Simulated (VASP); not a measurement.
NbWS4:

```xyz
6
Lattice="4.1839 0.0000 0.0000 0.0000 4.1839 0.0000 0.0000 0.0000 5.9168" Properties=species:S:1:pos:R:3 pbc="T T T"
Nb    0.0000    0.0000    0.0000
W     2.0919    2.0919    2.9584
S     2.0919    0.0000    4.2990
S     0.0000    2.0919    1.6178
S     2.0919    0.0000    1.6178
S     0.0000    2.0919    4.2990
```

The cell was built by a generator and needn't be a form met in nature.

| Property | Result |
| --- | --- |
| Program | VASP 6.6.1 |
| Task | relaxation of cell and atoms |
| Functional | PBE |
| Potentials or basis | VASP PAW PBE potentials, release 64 (Nb_sv, W_sv, S) |
| Cutoff | 520 eV |
| k mesh | 4 × 4 × 3 |
| Occupations | gaussian, width 0.15 eV |
| Spin | no spin polarisation |

At the start: pressure 3.6 GPa; volume 17.26 Å³/atom.

Problem. Where does the relaxation end?

Solution. Over 5 steps the energy falls by 41.9 meV/atom and the volume is 17.57 Å³/atom (+1.8 %); space group P4/mmm (No. 123, to 0.05 Å).

The path:
| step | energy change (eV) | largest force (eV/Å) | pressure (GPa) | volume (Å³) |
| --- | --- | --- | --- | --- |
| 1 | 0.0000 | 1.3579 | 3.58 | 103.57 |
| 2 | -0.1821 | 0.2411 | -4.59 | 109.45 |
| 3 | -0.1934 | 0.4300 | -3.33 | 108.25 |
| 4 | -0.2467 | 0.1003 | 0.99 | 104.62 |
| 5 | -0.2512 | 0.0282 | 0.16 | 105.41 |

Final structure:
```yaml
crystal:
  lattice:
    - [4.18813, 0.00000, 0.00000]
    - [0.00000, 4.18813, 0.00000]
    - [0.00000, 0.00000, 6.00969]
  atoms:
    - { symbol: Nb, position: [0.00000, 0.00000, 0.00000] }
    - { symbol: W, position: [0.50000, 0.50000, 0.50000] }
    - { symbol: S, position: [0.50000, 0.00000, 0.74078] }
    - { symbol: S, position: [0.00000, 0.50000, 0.25922] }
    - { symbol: S, position: [0.50000, 0.00000, 0.25922] }
    - { symbol: S, position: [0.00000, 0.50000, 0.74078] }
```

Caveat: the k mesh is coarse (spacing up to 0.38 Å⁻¹), so the values aren't converged.
